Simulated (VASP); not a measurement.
VASP ran on this input.

### POSCAR
```
PtS2
1.0
  1.7938274408  -3.1070003405   0.0000000000
  1.7938274408   3.1070003405   0.0000000000
  0.0000000000   0.0000000000   7.5252536813
Pt S
1 2
Cart
  0.0000000000   0.0000000000   0.0000000000
  1.7938274408   1.0356688515   1.2299913752
  1.7938274408  -1.0356688515   6.2952623061
```

**KPOINTS**
```
Automatic mesh
0
Gamma
8 8 4
0 0 0
```

**INCAR**
```
LEFG = T
ISMEAR = -5   # tetrahedra, Bloechl
NEDOS = 601   # DOS grid
NELM = 100   # most electronic steps
LORBIT = 11
ALGO = Normal
LMAXMIX = 6   # l cut-off of mixed one-centre charges
GGA = RE   # revPBE
PREC = Accurate
LCHARG = T
LASPH = T   # aspherical one-centre terms
LREAL = F
EDIFF = 1E-7
ENCUT = 520   # plane-wave cut-off (eV)
ISIF = 2   # forces and stress, cell fixed
LWAVE = F
SYSTEM = PtS2
```

POTCAR, in this order: Pt S (PBE.64 set). Program: vasp_std.

**Question.** Write an equivalent input for Quantum ESPRESSO's pw.x.

**Answer.** One equivalent input (not run):
```
&CONTROL
  calculation = 'scf'
  pseudo_dir = './pseudo'
  outdir = './out'
  tprnfor = .true.
  tstress = .true.
/
&SYSTEM
  ibrav = 0
  nat = 3
  ntyp = 2
  ecutwfc = 84
  occupations = 'tetrahedra'
  input_dft = 'revpbe'
/
&ELECTRONS
  conv_thr = 7.3e-09
  electron_maxstep = 100
/
ATOMIC_SPECIES
  Pt 195.084 Pt.upf
  S 32.060 S.upf
CELL_PARAMETERS angstrom
     1.7938274   -3.1070003    0.0000000
     1.7938274    3.1070003    0.0000000
     0.0000000    0.0000000    7.5252537
ATOMIC_POSITIONS crystal
  Pt   0.0000000  0.0000000  0.0000000
  S    0.3333330  0.6666670  0.1634485
  S    0.6666670  0.3333330  0.8365515
K_POINTS automatic
  8 8 4 0 0 0
```
The two are equivalent in intent, not identical: the potentials are each code's own (VASP's PAW set, PseudoDojo norm-conserving files in pw.x), so ENCUT and ecutwfc are chosen apart and not converted; conv_thr bounds pw.x's estimated SCF error, while EDIFF bounds the energy change between steps; the field gradients of LEFG aren't asked of the other code.

The compound is PtS2 in the 1T layered structure. It was relaxed first, which changed the volume by +53 %.
